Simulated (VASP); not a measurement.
A run of VASP 6.6.1 is set up as follows.

File INCAR:

```
PREC = Accurate
ENCUT = 520
EDIFF = 1E-7
ISMEAR = 0
SIGMA = 0.02
LREAL = F
LASPH = T
NELM = 60
ALGO = Normal
ISIF = 3
LWAVE = F
LCHARG = F
GGA = PE
IVDW = 13
IBRION = 2
NSW = 80
EDIFFG = -0.002
```

KPOINTS

```
Automatic mesh
0
Gamma
  9 9 9
```

File POSCAR:

```
Sb                                      
1.0
    2.1628018236      1.2486942152      3.6837272039
   -2.1628018236      1.2486942152      3.6837272039
   -0.0000000000     -2.4973884304      3.6837272039
  Sb            
     2
Direct
     0.2361168187279259    0.2361168187279259    0.2361168187279259
     0.7638831812720741    0.7638831812720741    0.7638831812720741
```

Potentials or basis: VASP PAW PBE potentials, release 64 (Sb).

Launch:

```sh
$ cat potpaw_PBE.64/Sb/POTCAR > POTCAR
$ mpirun -np 1 vasp_std > vasp.out
```

(1) Estimate the band gap on the k mesh.

(2) What does it give for the dispersion energy per atom?

Results:

(1) 0.05 eV, indirect (least direct gap 0.44 eV).

(2) -0.516 eV.

Caveat: the relaxation stopped at its first step, so nothing moved; spin-orbit coupling is left out, which moves the levels of the heavy elements; an odd mesh through Γ misses points on the zone boundary, where band edges often lie.
